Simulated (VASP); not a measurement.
Output of a VASP run:

File OSZICAR:
```
       N       E                     dE             d eps       ncg     rms          rms(c)
DAV:   1    -0.146265928621E+02   -0.14627E+02   -0.14049E+03  1020   0.441E+02
DAV:   2    -0.260014450028E+02   -0.11375E+02   -0.10965E+02  1410   0.694E+01
DAV:   3    -0.262453623739E+02   -0.24392E+00   -0.23902E+00  1194   0.108E+01
DAV:   4    -0.262467094136E+02   -0.13470E-02   -0.13474E-02  1536   0.101E+00
DAV:   5    -0.262467121824E+02   -0.27688E-05   -0.28018E-05  1218   0.301E-02    0.171E+00
DAV:   6    -0.255776920113E+02    0.66902E+00   -0.14792E-01  1164   0.299E+00    0.124E+00
DAV:   7    -0.258981619433E+02   -0.32047E+00   -0.94041E-02  1044   0.261E+00    0.237E-01
DAV:   8    -0.256420925293E+02    0.25607E+00   -0.86499E-02  1080   0.248E+00    0.622E-02
DAV:   9    -0.256417955396E+02    0.29699E-03   -0.59551E-04  1440   0.243E-01    0.551E-02
DAV:  10    -0.256416275927E+02    0.16795E-03   -0.14207E-04  1140   0.137E-01    0.523E-02
DAV:  11    -0.256414379130E+02    0.18968E-03   -0.40768E-05  1236   0.825E-02    0.110E-01
DAV:  12    -0.256432192768E+02   -0.17814E-02   -0.19652E-03  1020   0.559E-01    0.734E-01
DAV:  13    -0.256431957725E+02    0.23504E-04   -0.11336E-05  1404   0.369E-02    0.743E-01
DAV:  14    -0.256429150938E+02    0.28068E-03   -0.18168E-05  1050   0.566E-02    0.821E-01
DAV:  15    -0.256440519273E+02   -0.11368E-02   -0.53853E-04  1008   0.307E-01    0.379E-01
DAV:  16    -0.256444723928E+02   -0.42047E-03   -0.15864E-04  1224   0.147E-01    0.131E-01
DAV:  17    -0.256445604145E+02   -0.88022E-04   -0.19383E-05  1050   0.563E-02    0.703E-02
DAV:  18    -0.256445762326E+02   -0.15818E-04   -0.40629E-06  1266   0.218E-02    0.898E-02
DAV:  19    -0.256445832374E+02   -0.70047E-05   -0.15797E-06  1176   0.151E-02    0.669E-02
DAV:  20    -0.256446171445E+02   -0.33907E-04   -0.15276E-05  1026   0.565E-02    0.209E-02
DAV:  21    -0.256446304178E+02   -0.13273E-04   -0.43949E-06  1068   0.282E-02    0.588E-03
DAV:  22    -0.256446326849E+02   -0.22671E-05   -0.14629E-06  1032   0.190E-02    0.596E-04
DAV:  23    -0.256446334131E+02   -0.72816E-06   -0.38293E-07  1038   0.906E-03    0.441E-04
DAV:  24    -0.256446337036E+02   -0.29058E-06   -0.96813E-08  1110   0.448E-03    0.442E-04
DAV:  25    -0.256446336870E+02    0.16595E-07   -0.39374E-09   546   0.989E-04
   1 F= -.25644634E+02 E0= -.25644634E+02  d E =0.000000E+00
       N       E                     dE             ncg
```

### OUTCAR
```
------------------------ aborting loop because EDIFF is reached ----------------------------------------
  FORCE on cell =-STRESS in cart. coord.  units (eV):
  Direction    XX          YY          ZZ          XY          YZ          ZX
  --------------------------------------------------------------------------------------
  Total       -0.1304446     -0.1304446     -0.1304446      0.0000000      0.0000000      0.0000000
  in kB       -7.0529956     -7.0529956     -7.0529956      0.0000000      0.0000000      0.0000000
  external PRESSURE =      -7.0529956 kB  Pullay stress =       0.0000000 kB
  volume of cell :       29.63
      direct lattice vectors                 reciprocal lattice vectors
     3.094480325  0.000000000  0.000000000     0.323156038  0.000000000  0.000000000
     0.000000000  3.094480325  0.000000000     0.000000000  0.323156038  0.000000000
     0.000000000  0.000000000  3.094480325     0.000000000  0.000000000  0.323156038
 POSITION                                       TOTAL-FORCE (eV/Angst)
 -----------------------------------------------------------------------------------
      0.00000      0.00000      0.00000         0.000000      0.000000      0.000000
 -----------------------------------------------------------------------------------
    total drift:                               -0.000000      0.000000     -0.000000
  FREE ENERGIE OF THE ION-ELECTRON SYSTEM (eV)
  ---------------------------------------------------
  free  energy   TOTEN  =       -25.6446336870 eV

  energy  without entropy=      -25.6446336870  energy(sigma->0) =      -25.64463369

 total charge

# of ion       s       p       d       tot
------------------------------------------
    1        1.185   1.134   0.039   2.359
```
(Selected blocks of OUTCAR.)

### POSCAR
```
Sb
1
    3.0944803246    -0.0000000000    -0.0000000000
   -0.0000000000     3.0944803246    -0.0000000000
    0.0000000000     0.0000000000     3.0944803246
Sb
1
Direct
  0.0000000000   0.0000000000   0.0000000000
```

Q: Write an INCAR and KPOINTS that could have produced this output.

A: Several could match; the one computed here: the input of the run itself, r2SCAN meta-GGA, plane waves, VASP's PBE PAW potentials (set 64).

INCAR:
```
METAGGA  =  R2SCAN
ISMEAR  =  -5
LASPH  =  .TRUE.   ! aspherical one-centre terms
EDIFF  =  1E-7   ! SCF stop (eV)
SYSTEM  =  Sb
LORBIT  =  11
ALGO  =  Normal
ENCUT  =  400   ! plane-wave cut-off (eV)
LMAXMIX  =  4   ! l cut-off of mixed one-centre charges
ISIF  =  2   ! forces and stress, cell fixed
NEDOS  =  601
LREAL  =  .FALSE.   ! projection in real space or not
LWAVE  =  .FALSE.
LCHARG  =  .FALSE.
PREC  =  Accurate
NELM  =  100   ! most electronic steps
LMIXTAU  =  .TRUE.
```

KPOINTS_OPT:
```
k-points along high-symmetry lines
10
Line-mode
Reciprocal
  0.000000   0.000000   0.000000 ! GAMMA
  0.000000   0.500000   0.000000 ! X

  0.000000   0.500000   0.000000 ! X
  0.500000   0.500000   0.000000 ! M

  0.500000   0.500000   0.000000 ! M
  0.000000   0.000000   0.000000 ! GAMMA

  0.000000   0.000000   0.000000 ! GAMMA
  0.500000   0.500000   0.500000 ! R

  0.500000   0.500000   0.500000 ! R
  0.000000   0.500000   0.000000 ! X

  0.500000   0.500000   0.500000 ! R
  0.500000   0.500000   0.000000 ! M
```

**KPOINTS**
```
kpoints
0
Gamma
 13 13 13
```

POTCAR, in this order: Sb (PBE.64 set). Program: vasp_std.

For a metal the tetrahedron method with Blöchl corrections gives inexact stress and forces.

The structure comes from a computed database's Sb entry (Pm-3m); how it stands against other phases isn't given here. It was relaxed first.
